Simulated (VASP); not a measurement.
These are PBE GGA, VASP's PBE PAW potentials (set 64) (plane waves; VASP) values and carry that method's errors.

VASP ran on this input.

INCAR:
```
PREC = Accurate
ISIF = 2   ! forces and stress, cell fixed
LREAL = .False.
NELM = 100   ! most electronic steps
EDIFF = 1E-6   ! SCF stop (eV)
LCHARG = .False.
SIGMA = 0.1   ! width (eV)
SYSTEM = MgB2
LWAVE = .False.
GGA = PE   ! PBE
ALGO = Normal
ISMEAR = 1   ! Methfessel-Paxton
LASPH = .True.
ENCUT = 520   ! plane-wave cut-off (eV)
```

POSCAR:
```
MgB2
3.520
  0.4389204545  -0.7602323864   0.0000000000
  0.4389204545   0.7602323864   0.0000000000
  0.0000000000   0.0000000000   1.0000000000
Mg B
1 2
Cartesian
  0.0000000000   0.0000000000   0.0000000000
  0.4389204545   0.2534113023   0.5000000000
  0.4389204545  -0.2534113023   0.5000000000
```

KPOINTS:
```
Regular mesh
0
gamma
  2 2 2
0 0 0
```

POTCAR, in this order: Mg B (PBE.64 set). Program: vasp_std.

Output of the run:

File OUTCAR:
```
 ion  position               nearest neighbor table
   1  0.000  0.000  0.000-   2 2.51   3 2.51   2 2.51   3 2.51   3 2.51   3 2.51   2 2.51   2 2.51
                             3 2.51   3 2.51   2 2.51   2 2.51
   2  0.333  0.667  0.500-   3 1.78   3 1.78   3 1.78   1 2.51   1 2.51   1 2.51   1 2.51   1 2.51
                             1 2.51
   3  0.667  0.333  0.500-   2 1.78   2 1.78   2 1.78   1 2.51   1 2.51   1 2.51   1 2.51   1 2.51
                             1 2.51
  LATTYP: Found a hexagonal cell.
 ALAT       =     3.0899995690
 C/A-ratio  =     1.1391587349
 Subroutine PRICEL returns:
 Original cell was already a primitive cell.
 Subroutine GETGRP returns: Found 24 space group operations
The static configuration has the point symmetry D_6h.
The dynamic configuration has the point symmetry D_6h.
 Subroutine INISYM returns: Found 24 space group operations
 Subroutine IBZKPT returns following result:
 Found      4 irreducible k-points:

 Following reciprocal coordinates:
            Coordinates               Weight
  0.000000  0.000000  0.000000      1.000000
  0.500000  0.000000  0.000000      3.000000
  0.000000  0.000000  0.500000      1.000000
  0.500000  0.000000  0.500000      3.000000
...
```

File OSZICAR:
```
       N       E                     dE             d eps       ncg     rms          rms(c)
DAV:   1     0.464542450666E+01    0.46454E+01   -0.39638E+03    64   0.867E+02
DAV:   2    -0.151679041469E+02   -0.19813E+02   -0.19224E+02    96   0.111E+02
DAV:   3    -0.153686993436E+02   -0.20080E+00   -0.20080E+00    80   0.139E+01
DAV:   4    -0.153691548313E+02   -0.45549E-03   -0.45549E-03    88   0.641E-01
DAV:   5    -0.153691549508E+02   -0.11952E-06   -0.11894E-06    88   0.117E-02    0.545E+00
DAV:   6    -0.140671441630E+02    0.13020E+01   -0.21487E+00    64   0.804E+00    0.213E+00
DAV:   7    -0.139484948504E+02    0.11865E+00   -0.40928E-01    64   0.356E+00    0.921E-01
DAV:   8    -0.139406932487E+02    0.78016E-02   -0.17875E-02    64   0.110E+00    0.835E-02
DAV:   9    -0.139406352962E+02    0.57952E-04   -0.10908E-03    64   0.207E-01    0.426E-02
DAV:  10    -0.139406479140E+02   -0.12618E-04   -0.66487E-05    64   0.672E-02    0.128E-02
DAV:  11    -0.139406396382E+02    0.82758E-05   -0.41855E-05    64   0.356E-02    0.366E-03
DAV:  12    -0.139406397649E+02   -0.12675E-06   -0.27855E-07    48   0.532E-03
   1 F= -.13940640E+02 E0= -.13938460E+02  d E =-.653797E-02
```

File OUTCAR:
```
------------------------ aborting loop because EDIFF is reached ----------------------------------------
  FORCE on cell =-STRESS in cart. coord.  units (eV):
  Direction    XX          YY          ZZ          XY          YZ          ZX
  --------------------------------------------------------------------------------------
  Total       -0.0987991     -0.0987990     -0.4562126     -0.0000000     -0.0000000      0.0000000
  in kB       -5.4384259     -5.4384238    -25.1123705     -0.0000000     -0.0000000      0.0000000
  external PRESSURE =     -11.9964067 kB  Pullay stress =       0.0000000 kB
  volume of cell :       29.11
      direct lattice vectors                 reciprocal lattice vectors
     1.545000000 -2.676018000  0.000000000     0.323624595 -0.186844782  0.000000000
     1.545000000  2.676018000  0.000000000     0.323624595  0.186844782  0.000000000
     0.000000000  0.000000000  3.520000000     0.000000000  0.000000000  0.284090909
 POSITION                                       TOTAL-FORCE (eV/Angst)
 -----------------------------------------------------------------------------------
      0.00000      0.00000      0.00000         0.000000     -0.000000      0.000000
      1.54500      0.89201      1.76000        -0.000000      0.000000      0.000000
      1.54500     -0.89201      1.76000         0.000000     -0.000000      0.000000
 -----------------------------------------------------------------------------------
    total drift:                                0.000000     -0.000000      0.000000
  FREE ENERGIE OF THE ION-ELECTRON SYSTEM (eV)
  ---------------------------------------------------
  free  energy   TOTEN  =       -13.9406397649 eV

  energy  without entropy=      -13.9341017996  energy(sigma->0) =      -13.93846044
```
(Selected blocks of OUTCAR.)

The compound is MgB2 in the AlB2 type structure. The cell was not relaxed at this level. The k-mesh is coarse (spacing up to 1.17 per Å, 2π included), so the numbers may not be converged in it. The run is one of a series of settings (KPOINTS 2×2×2 Γ-centred mesh against the base run), some of them coarse on purpose.
